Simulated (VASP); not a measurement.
All values below come from PBE GGA with D3 dispersion (zero damping), VASP's PBE PAW potentials (set 64) (plane waves; VASP 6.6.1).

Input for VASP

### KPOINTS
```
K-points
0
Gamma
 9 9 9
0 0 0
```

### POSCAR
```
CaO
1.0
  0.0000000000   2.4050000000   2.4050000000
  2.4050000000   0.0000000000   2.4050000000
  2.4050000000   2.4050000000   0.0000000000
Ca O
1 1
Cart
  0.0000000000   0.0000000000   0.0000000000
  2.4050000000   2.4050000000   2.4050000000
```

INCAR:
```
SYSTEM=CaO
PREC=Accurate; ENCUT=520; LREAL=.False.
LASPH=.True.
EDIFF=1E-6; NELM=100; ALGO=Normal
ISMEAR=0; SIGMA=0.05
GGA=PE; IVDW=11
IBRION=2; NSW=60; ISIF=3
EDIFFG=-0.01
LWAVE=.False.; LCHARG=.False.
```

POTCAR, in this order: Ca_sv O (PBE.64 set). Program: vasp_std.

The run wrote:

File OSZICAR:
```
       N       E                     dE             d eps       ncg     rms          rms(c)
DAV:   1     0.133566718454E+03    0.13357E+03   -0.86951E+03   848   0.135E+03
DAV:   2    -0.779800718784E+01   -0.14136E+03   -0.13422E+03   972   0.334E+02
DAV:   3    -0.143317709759E+02   -0.65338E+01   -0.64864E+01  1092   0.757E+01
DAV:   4    -0.145106882879E+02   -0.17892E+00   -0.17879E+00  1164   0.115E+01
DAV:   5    -0.145136296163E+02   -0.29413E-02   -0.29412E-02  1060   0.133E+00    0.857E+00
DAV:   6    -0.128444967481E+02    0.16691E+01   -0.87638E+00   972   0.276E+01    0.364E+00
DAV:   7    -0.128028508225E+02    0.41646E-01   -0.72001E-01  1148   0.831E+00    0.174E+00
DAV:   8    -0.128035599379E+02   -0.70912E-03   -0.79592E-02   904   0.324E+00    0.429E-01
DAV:   9    -0.128015938619E+02    0.19661E-02   -0.24449E-02  1060   0.129E+00    0.134E-01
DAV:  10    -0.128020335660E+02   -0.43970E-03   -0.21328E-03   924   0.469E-01    0.251E-02
DAV:  11    -0.128020874994E+02   -0.53933E-04   -0.34879E-04  1168   0.154E-01    0.293E-02
DAV:  12    -0.128020740376E+02    0.13462E-04   -0.53166E-05   984   0.808E-02    0.514E-03
DAV:  13    -0.128020738728E+02    0.16482E-06   -0.43317E-06  1096   0.201E-02
   1 F= -.13152291E+02 E0= -.13152291E+02  d E =-.131523E+02
       N       E                     dE             d eps       ncg     rms          rms(c)
DAV:   1    -0.128058544700E+02   -0.37804E-02   -0.18687E-01   916   0.523E+00    0.579E-01
DAV:   2    -0.127998401988E+02    0.60143E-02   -0.22667E-02   924   0.147E+00    0.223E-01
DAV:   3    -0.127987198179E+02    0.11204E-02   -0.26911E-03  1432   0.678E-01    0.869E-02
DAV:   4    -0.127986007043E+02    0.11911E-03   -0.10478E-03  1340   0.301E-01    0.275E-02
DAV:   5    -0.127986080336E+02   -0.73293E-05   -0.99189E-06  1028   0.368E-02    0.253E-02
DAV:   6    -0.127986688558E+02   -0.60822E-04   -0.61213E-05  1348   0.453E-02    0.103E-02
DAV:   7    -0.127986750879E+02   -0.62322E-05   -0.46854E-06  1288   0.203E-02    0.200E-03
DAV:   8    -0.127986746464E+02    0.44154E-06   -0.15307E-07   492   0.358E-03
   2 F= -.13152551E+02 E0= -.13152551E+02  d E =-.260221E-03
       N       E                     dE             d eps       ncg     rms          rms(c)
DAV:   1    -0.128003741266E+02   -0.16990E-02   -0.15459E-02   908   0.151E+00    0.166E-01
DAV:   2    -0.127998854487E+02    0.48868E-03   -0.18759E-03   932   0.422E-01    0.641E-02
DAV:   3    -0.127997929479E+02    0.92501E-04   -0.22254E-04  1432   0.194E-01    0.250E-02
DAV:   4    -0.127997816979E+02    0.11250E-04   -0.87832E-05  1336   0.869E-02    0.809E-03
DAV:   5    -0.127997820044E+02   -0.30648E-06   -0.78730E-07   796   0.105E-02
   3 F= -.13152602E+02 E0= -.13152602E+02  d E =-.310583E-03
```

**OUTCAR**
```
------------------------ aborting loop because EDIFF is reached ----------------------------------------
 Edisp (eV)   -0.35282
  FORCE on cell =-STRESS in cart. coord.  units (eV):
  Direction    XX          YY          ZZ          XY          YZ          ZX
  --------------------------------------------------------------------------------------
  Total       0.00680     0.00680     0.00680     0.00000    -0.00000     0.00000
  in kB       0.39375     0.39375     0.39375     0.00000    -0.00000     0.00000
  external pressure =        0.39 kB  Pullay stress =        0.00 kB
  volume of cell :       27.66
      direct lattice vectors                 reciprocal lattice vectors
     0.000000000  2.400435432  2.400435432    -0.208295542  0.208295542  0.208295542
     2.400435432 -0.000000000  2.400435432     0.208295542 -0.208295542  0.208295542
     2.400435432  2.400435432  0.000000000     0.208295542  0.208295542 -0.208295542
  FREE ENERGIE OF THE ION-ELECTRON SYSTEM (eV)
  ---------------------------------------------------
  free  energy   TOTEN  =       -13.1526017838 eV

  energy  without entropy=      -13.1526017838  energy(sigma->0) =      -13.15260178

 reached required accuracy - stopping structural energy minimisation
```
(Selected blocks of OUTCAR.)

### CONTCAR
```
CaO
   1.00000000000000
     0.0000000000000000    2.4004354317000947    2.4004354317000947
     2.4004354317000947   -0.0000000000000000    2.4004354317000947
     2.4004354317000947    2.4004354317000947    0.0000000000000000
  Ca              O
     1     1
Direct
     0.0000000000000000    0.0000000000000000    0.0000000000000000
     0.5000000000000000    0.5000000000000000    0.5000000000000000
```

The compound is CaO in the rock salt structure. This run relaxes it. Symmetry was kept, so distortions that lower it aren't found.
